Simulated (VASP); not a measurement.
Runs of VASP 6.6.1 on Si. All rows change the cell; the cell of one of them follows. Symmetry: Imma, No. 74, orthorhombic system. The conventional cell has a = 3.773 Å, b = 3.907 Å, c = 5.431 Å, α = 90.00°, β = 90.00°, γ = 90.00°. Around Si (site symmetry mm2) lie 4 Si at 2.32 to 2.38 Å. 

```csv
cell,gap on the mesh (eV),pressure (GPa),largest force (eV/Å)
"strain +0.0350 x Voigt [0, 0, 0, 0, 1, 0], atoms carried along",0.36,-1.3,0.33
"strain +0.0050 x Voigt [0, 0, 0, 0, 1, 0], atoms carried along",0.47,(c),0.05
"strain -0.0400 x Voigt [0, 0, 0, 0, 1, 0], atoms carried along",(a),-1.3,0.37
"strain -0.0200 x Voigt [0, 0, 0, 0, 1, 0], atoms carried along",0.44,(b),0.19
```

Alike in all rows: task single point; level LDA; potentials or basis VASP PAW LDA potentials, release 64 (Si); no spin polarisation; k mesh 10 × 10 × 10; cutoff (eV) 520; smearing gaussian 0.05 eV.

Q: Fill in the values left out.

A: (a) 0.33; (b) -1.4; (c) -1.5.

A k mesh can miss the band edges.
